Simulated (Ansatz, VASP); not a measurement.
**In: VASP beside Ansatz**

Aim: how closely do two programs agree when they are given the same cell, functional and k mesh? The cell is taken from a series of runs on this material, whose earlier steps may have relaxed, scaled, displaced or heated it; both programs get it as it stands.

Calculated with Ansatz 0.2.0; plane waves, with VASP 6.6.1 beside it; relaxation of cell and atoms at r2SCAN with rVV10.

### Step 1. Starting point

The structure is tetragonal, space group I4/mmm (No. 139). Conventional cell: a = 3.225 Å, b = 3.225 Å, c = 4.916 Å, α = 90.00°, β = 90.00°, γ = 90.00°. In has 12 In at 3.22 to 3.35 Å nearest.

### Step 2. Ansatz: relaxation of cell and atoms, r2SCAN with rVV10

Ansatz runs on its PAW soft_1 files.

The relaxed volume is the usual yardstick between codes: in a stiff, nearly cubic crystal its relative difference is about their pressure difference at one cell divided by the bulk modulus.

File input.yaml:

```yaml
crystal:
  lattice:
    - [-1.6123596381, 1.6123596381, 2.4580254975]
    - [1.6123596381, -1.6123596381, 2.4580254975]
    - [1.6123596381, 1.6123596381, -2.4580254975]
  atoms:
    - { symbol: In, position: [0.0, 0.0, 0.0] }
kpoints:
  mp_grid: { grid: [24, 24, 24] }
hamiltonian:
  xc: r2scan
  dispersion: rvv10
  pseudopotentials: { kind: paw, azcp: { folder: soft_1 } }
scf:
  occupations: { method: methfessel_paxton, width: 0.2 }
output:
  forces: true
  stress: true
  eigenvalues: true
relax:
  adjacent_minimum: "off"
  f_tol: 0.001
  max_steps: 60
  cell: { stress_tol: 0.01 }
```

Launch:

```bash
ansatz run input.yaml --threads 4 --pin off --max-ram 8192MiB --backend cpu --events-out ev --progress --plain --runs-dir out
```

Numbers of over 12 decimals in the logs are rounded to 6 here.

What it wrote:

```text
Engine: ansatz 0.2.0, x86_64-unknown-linux-gnu
Pseudopotentials: kind: paw
Pseudopotential: In, paw, valence charge 13, recommended cutoff 500 eV (meta_gga), soft_1/In.paw.azcp
Functional definition: r2SCAN+rVV10
  parameter k0 = 0.174
  parameter k1 = 0.065
  parameter a1 = 4.9479
  exchange = r2scan_x(k0 = k0, k1 = k1, a1 = a1)
  correlation = r2scan_c + rvv10(11.95, 0.0093)
Crystal: 1 atoms, lattice volume = 25.561 Å³
Basis set: ecut = 500 eV, 641 PW (Γ), exchange–correlation on 120×120×120 points (64 copies of the dense FFT grid, shifted against one another)
Bands: 11, of which v1, the nominal top of the filled ones, is band 7 counted from 1 (6 counted from 0)
Symmetry: 16 space group operations
Space group: I4/mmm (ITA 139), of the structure as read, at distance tolerance 2.9e-5 Å
k-points: 1063 of 13824
Non-local potential: In, projectors of the file, l = 0: 2, l = 1: 2, l = 2: 2, l = 3: 1
PAW form: soft (Blöchl's): semilocal exchange-correlation on the pseudo side does not see the compensation charge
rVV10 density: all electrons in the spheres
PAW frozen core: In, regenerated for the run's functional (the file was generated under x = pbe(κ = 0.804, μ = 0.219515), c = pbe(β = 0.066725))
PAW one-centre angular grid: In, 590 points (default); XC on 160 Gauss nodes
Initial density: superposition of atomic densities (chi_scale 0.1, normalization cell)
Initial wavefunctions: pseudopotential atomic-orbital guess
Functional: x = r2scan, c = r2scan + rvv10(b = 11.95, C = 0.0093); τ floored in thin density (d = 2e-4 eV/Å³)
iter 1 solved again at ethr=4.17e-4 eV; its pass at ethr=3.10e-3 eV (dr2=5.42e-2 eV) is discarded
SCF iter   1: F=—  HF=-5609.980132 eV  |F-HF|=—  |Δ(HF+E_count)|=         —  Δρ=1.48e-2  dr2=5.43e-2  dr2_τ=1.73e-3  ethr=4.17e-4  ⟨swp⟩=1.0  Hψ=93987  notcnv=0
preconditioner: auto → none  [metal: Δε(μ)=0.009 eV  Ē_g=20.521 eV  σ=0.200 eV  W_gap=0.04  n_scr=8 (ndim 8)  ℏωp=26.5 eV  f_vac=0.000  D(μ)=0.32/eV (n_scr^D=0)  sad-step TF]
SCF iter   2: F=—  HF=-5609.990676 eV  |F-HF|=—  |Δ(HF+E_count)|=   1.05e-2  S|Δr|=    0.00e0  Δρ=1.04e-2  dr2=2.27e-2  dr2_τ=4.06e-4  ethr=4.17e-4  ⟨swp⟩=1.3  Hψ=12978  notcnv=0
SCF iter   3: F=—  HF=-5610.005325 eV  |F-HF|=—  |Δ(HF+E_count)|=   1.46e-2  S|Δr|=    0.00e0  Δρ=1.75e-3  dr2=9.94e-4  dr2_τ=2.79e-5  ethr=1.75e-4  ⟨swp⟩=2.7  Hψ=20634  notcnv=0  defer=2
SCF iter   4: F=—  HF=-5610.006017 eV  |F-HF|=—  |Δ(HF+E_count)|=   6.92e-4  S|Δr|=    0.00e0  Δρ=3.94e-4  dr2=2.36e-5  dr2_τ=5.55e-7  ethr=7.65e-6  ⟨swp⟩=2.0  Hψ=18230  notcnv=0  defer=2
SCF iter   5: F=—  HF=-5610.006048 eV  |F-HF|=—  |Δ(HF+E_count)|=   3.07e-5  S|Δr|=    0.00e0  Δρ=5.84e-5  dr2=4.73e-7  dr2_τ=3.48e-8  ethr=1.82e-7  ⟨swp⟩=2.0  Hψ=18295  notcnv=0  defer=2
SCF iter   6: F=-5610.006050 eV  HF=-5610.006050 eV  |F-HF|=4.66e-8  |Δ(HF+E_count)|=   1.96e-6  S|Δr|=    0.00e0  Δρ=9.37e-6  dr2=2.09e-8  dr2_τ=2.78e-10  ethr=7.69e-10  ⟨swp⟩=7.7  Hψ=63321  notcnv=0
SCF 1 converged in 6 iterations: F = -5610.006050 eV  dr2 = 2.09e-8
  greatest PAW one-centre occupation: 0.981 electrons in one spin orbital (limit 2), on the In atom at site 0 (counted from 0), in its partial waves of l = 2
relax step   1: F+E_penalty+E_count = -5610.00604995 eV  Δ(F+E_penalty+E_count) = +0.000e0 eV  max|allowed force component| = 0.000e0 eV/Å  Δτ_max = 0.0000 Å  P = +0.202 GPa  Ω = 25.561 Å³  (6 SCF iters, dr2 threshold 1.00e-7 eV, accepted)
[...]
relax step   2: F+E_penalty+E_count = -5610.00614153 eV  Δ(F+E_penalty+E_count) = -9.158e-5 eV  max|allowed force component| = 0.000e0 eV/Å  Δτ_max = 0.0000 Å  P = +0.003 GPa  Ω = 25.671 Å³  energy of the carried Pulay correction = -7.827e-6 eV  (4 SCF iters, dr2 threshold 1.00e-7 eV, accepted)
[...]
relax step   3: F+E_penalty+E_count = -5610.00615995 eV  Δ(F+E_penalty+E_count) = -1.842e-5 eV  max|allowed force component| = 0.000e0 eV/Å  Δτ_max = 0.0000 Å  P = -0.020 GPa  Ω = 25.685 Å³  energy of the carried Pulay correction = -8.761e-6 eV  (4 SCF iters, dr2 threshold 1.81e-8 eV, accepted)
[...]
relax step   4: F+E_penalty+E_count = -5610.00616959 eV  Δ(F+E_penalty+E_count) = -9.646e-6 eV  max|allowed force component| = 0.000e0 eV/Å  Δτ_max = 0.0000 Å  P = +0.002 GPa  Ω = 25.675 Å³  energy of the carried Pulay correction = -7.935e-6 eV  (4 SCF iters, dr2 threshold 4.47e-9 eV, accepted)
[...]
relax step   5: F+E_penalty+E_count = -5610.00617783 eV  Δ(F+E_penalty+E_count) = -8.240e-6 eV  max|allowed force component| = 0.000e0 eV/Å  Δτ_max = 0.0000 Å  P = +0.003 GPa  Ω = 25.675 Å³  stress off target by 9.23e-3 GPa  SCF on the basis re-selected at this cell (its energy is not comparable with the rows above)  (5 SCF iters)
basis re-selected at this cell: Δ(F+E_penalty+E_count) = -8.240e-6 eV, ΔP = +0.000 GPa vs the last step (what re-selecting the basis moved, of the pressure what is left beyond the Pulay correction that the steps carried, after the strain that the cell walked since its last selection, with what the two solves' SCF thresholds leave and, on support functions, any second-order correction that the steps lacked; it is no measure of the basis error at this ecutwfc). This SCF's stress stands 9.23e-3 GPa from its target on what of the cell is left free (relax.cell.stress_tol is 1.00e-2 GPa) and its largest allowed force component is 0.00e0 eV/Å (relax.f_tol is 1.00e-3 eV/Å): [rest of the remark cut]
SCF converged after 5 iterations
Stability not checked: this state was not tested for a lower state beside it, because cold or Methfessel-Paxton smearing, or corrected tetrahedra, fill the levels in a way that the test cannot read (fill_not_monotonic; see scf.lower_state_search)
Free energy (F): -5610.006178 eV
Harris-Foulkes:  -5610.006178 eV  (|F-HF|=2.73e-12)
Internal energy: -5610.007127 eV  (E = F + TS)
E sigma→0 (E₀):  -5610.006415 eV
Entropy (-TS):   0.000949 eV (0.949 meV/atom)
Fermi energy:    10.541303 eV
--- Per-component energies (eV) ---
  E_band       = -26.585638
  E_kinetic    = 216.452049
  E_local      = -1001.864822  (includes V_loc(G=0)·N_el)
  E_nonlocal   = 326.822773
  E_hartree    = 401.858215
  E_xc         = -130.535940
  E_vxc        = -95.782493  (∫ρ·V_xc dr)
  E_paw        = -4232.618151  (= ΣΔE_a)
  E_vpaw       = -282.797333  (= ΣTr[D̂ρ^β])
  E_aug_tail   = -0.000055  (compensation charges beyond the density's cutoff)
  E_vtau       = 6.867804  (kinetic-family band-sum trace: ∫τ·v_τ [+ j·A + Jᵃ·Aᵃ] dr)
  E_ewald      = -1191.086744
  E_core_change = 0.965550  (= ΣΔE_core)
  E_smearing   = 0.000949  (= −TS)
  E_closure    = 0.000000  (closes the sum)
  Σ components = -5610.006178   (vs F -5610.006178, Δ=0.00e0)
--- Forces (eV/Å), atoms counted from 1 ---
  atom   1  In     0.00000000     0.00000000     0.00000000
  max |Σ_I F_I| component: 2.47e-32 eV/Å
--- Stress (GPa, compression-positive) ---
       -0.000480      -0.000000       0.000000
       -0.000000      -0.000480       0.000000
       -0.000000      -0.000000       0.009227
  P = ⅓ Tr σ = 0.0028 GPa (0.028 kbar)
--- Band table (eV; the first three rows and the last of 1063) ---
  k-point 0: bands = [... 3 lower, -4.6011, -4.4705, 0.3549, 21.8606, 21.8606, 22.1161, 22.7041, 25.1834]
  k-point 1: bands = [... 3 lower, -4.5987, -4.4743, 0.4120, 21.4210, 21.6526, 21.6816, 22.4045, 25.6761]
  k-point 2: bands = [... 3 lower, -4.5923, -4.4849, 0.5835, 20.5034, 20.7815, 21.1263, 21.7856, 26.7340]
  k-point 1062: bands = [... 3 lower, -4.3291, -4.3291, 7.5099, 7.5106, 15.6452, 15.6452, 19.0978, 19.6108]
--- Relaxed structure (4 steps of the walk, 4 accepted, 1 SCFs on fresh bases) ---
  F+E_penalty+E_count = -5610.00617783 eV   max|allowed force component| = 0.000e0 eV/Å   (the final SCF, on the basis selected at the relaxed cell)
  cell:  # Å, volume = 25.6751 Å³
    - [-1.611615, 1.611615, 2.471320]
    - [1.611615, -1.611615, 2.471320]
    - [1.611615, 1.611615, -2.471320]
  atoms:
    - { symbol: In, position: [0.0, 0.0, 0.0] }
```

Reading the cycles: dr2 is the Hartree energy of the density residual (eV), the measure of convergence; HF is the Harris–Foulkes estimate of the energy, which meets the free energy F at convergence.

[end of part 1 of 2]

[Lines on the potential files, build, host, timing and source positions are cut from VASP's logs without a mark.]

[Logs are printed without paths, hosts, clocks, repeated set-up lines and the standing remarks that a program may print on its own settings, such as how far it seeks lower states.]

[Hosts, paths, dates, database ids (printed as entryN), source tags and the programs' standing remarks are cut or masked in the printed files.]
